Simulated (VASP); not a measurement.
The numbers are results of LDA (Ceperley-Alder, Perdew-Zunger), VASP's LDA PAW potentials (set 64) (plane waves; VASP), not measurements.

Input for VASP

KPOINTS:
```
Automatic mesh
0
Gamma
13 13 7
0 0 0
```

POSCAR:
```
Zr
1
    1.5718026909    -2.7224420702     0.0000000000
    1.5718026909     2.7224420702     0.0000000000
    0.0000000000     0.0000000000     5.0965719717
Zr
2
Direct
  0.3333330000   0.6666670000   0.2500000000
  0.6666670000   0.3333330000   0.7500000000
```

**INCAR**
```
LASPH=.True.   # aspherical one-centre terms
ENCUT=520
LWAVE=.False.
ISMEAR=1
ISIF=4
NSW=30   # most ionic steps
LREAL=.False.   # projection in real space or not
LMAXMIX=4   # l cut-off of mixed one-centre charges
SYSTEM=Zr
EDIFF=1E-7
ALGO=Normal   # blocked Davidson
EDIFFG=-0.01   # ionic stop
IBRION=2   # conjugate gradients
SIGMA=0.1   # width (eV)
PREC=Accurate
NELM=100
LCHARG=.False.
```

POTCAR, in this order: Zr_sv (LDA.64 set). Program: vasp_std.

The run wrote:

### OSZICAR
```
       N       E                     dE             d eps       ncg     rms          rms(c)
DAV:   1     0.217040994082E+03    0.21704E+03   -0.13780E+04  2688   0.150E+03
DAV:   2    -0.479995453217E+01   -0.22184E+03   -0.21977E+03  3288   0.418E+02
DAV:   3    -0.190299859774E+02   -0.14230E+02   -0.14071E+02  5144   0.796E+01
DAV:   4    -0.192712522608E+02   -0.24127E+00   -0.24122E+00  2896   0.117E+01
DAV:   5    -0.192784056520E+02   -0.71534E-02   -0.71528E-02  4328   0.131E+00    0.163E+01
DAV:   6    -0.186933767793E+02    0.58503E+00   -0.88895E-01  2808   0.823E+00    0.667E+00
DAV:   7    -0.185788363137E+02    0.11454E+00   -0.58373E-01  3920   0.565E+00    0.107E+00
DAV:   8    -0.185818068460E+02   -0.29705E-02   -0.34449E-02  3520   0.166E+00    0.280E-01
DAV:   9    -0.185820894322E+02   -0.28259E-03   -0.13552E-03  3352   0.393E-01    0.336E-02
DAV:  10    -0.185820684011E+02    0.21031E-04   -0.42642E-05  4200   0.455E-02    0.250E-02
DAV:  11    -0.185820690827E+02   -0.68169E-06   -0.83849E-06  2944   0.389E-02    0.244E-03
DAV:  12    -0.185820689772E+02    0.10555E-06   -0.31779E-07  2776   0.435E-03    0.200E-03
DAV:  13    -0.185820689865E+02   -0.93523E-08   -0.29614E-08  1784   0.177E-03
   1 F= -.18582069E+02 E0= -.18581917E+02  d E =-.185821E+02
       N       E                     dE             d eps       ncg     rms          rms(c)
DAV:   1    -0.185822050243E+02   -0.13605E-03   -0.70588E-03  2736   0.788E-01    0.595E-02
DAV:   2    -0.185821142405E+02    0.90784E-04   -0.22401E-04  3160   0.120E-01    0.275E-02
DAV:   3    -0.185820897182E+02    0.24522E-04   -0.95540E-05  3632   0.700E-02    0.451E-03
DAV:   4    -0.185820898157E+02   -0.97484E-07   -0.15275E-06  3088   0.123E-02    0.204E-03
DAV:   5    -0.185820898290E+02   -0.13311E-07   -0.61354E-08  2040   0.214E-03
   2 F= -.18582090E+02 E0= -.18581936E+02  d E =-.208425E-04
```

OUTCAR:
```
------------------------ aborting loop because EDIFF is reached ----------------------------------------
  FORCE on cell =-STRESS in cart. coord.  units (eV):
  Direction    XX          YY          ZZ          XY          YZ          ZX
  --------------------------------------------------------------------------------------
  Total       -0.0024182     -0.0024182     -0.0247755      0.0000000      0.0000000      0.0000000
  in kB       -0.0888263     -0.0888263     -0.9100556      0.0000000      0.0000000      0.0000000
  external PRESSURE =      -0.3625694 kB  Pullay stress =       0.0000000 kB
  volume of cell :       43.62
      direct lattice vectors                 reciprocal lattice vectors
     1.572321325 -2.723340371  0.000000000     0.318001157 -0.183598057  0.000000000
     1.572321325  2.723340371  0.000000000     0.318001157  0.183598057 -0.000000000
     0.000000000  0.000000000  5.093210290    -0.000000000  0.000000000  0.196339822
 POSITION                                       TOTAL-FORCE (eV/Angst)
 -----------------------------------------------------------------------------------
      1.57232      0.90778      1.27330         0.000000      0.000000      0.000000
      1.57232     -0.90778      3.81991        -0.000000     -0.000000      0.000000
 -----------------------------------------------------------------------------------
    total drift:                                0.000000      0.001102     -0.000019
  FREE ENERGIE OF THE ION-ELECTRON SYSTEM (eV)
  ---------------------------------------------------
  free  energy   TOTEN  =       -18.5820898290 eV

  energy  without entropy=      -18.5816288087  energy(sigma->0) =      -18.58193616

 reached required accuracy - stopping structural energy minimisation
```
(Selected blocks of OUTCAR.)

### CONTCAR
```
Zr
   1.00000000000000
     1.5723213253103667   -2.7233403713250395    0.0000000000000000
     1.5723213253103667    2.7233403713250395    0.0000000000000000
     0.0000000000000000    0.0000000000000000    5.0932102903405791
  Zr
     2
Direct
     0.3333330000000032    0.6666669999999968    0.2500000000000000
     0.6666669999999968    0.3333330000000032    0.7500000000000000
```

The compound is Zr in the hcp structure. This run relaxes it. Symmetry was kept, so distortions that lower it aren't found.
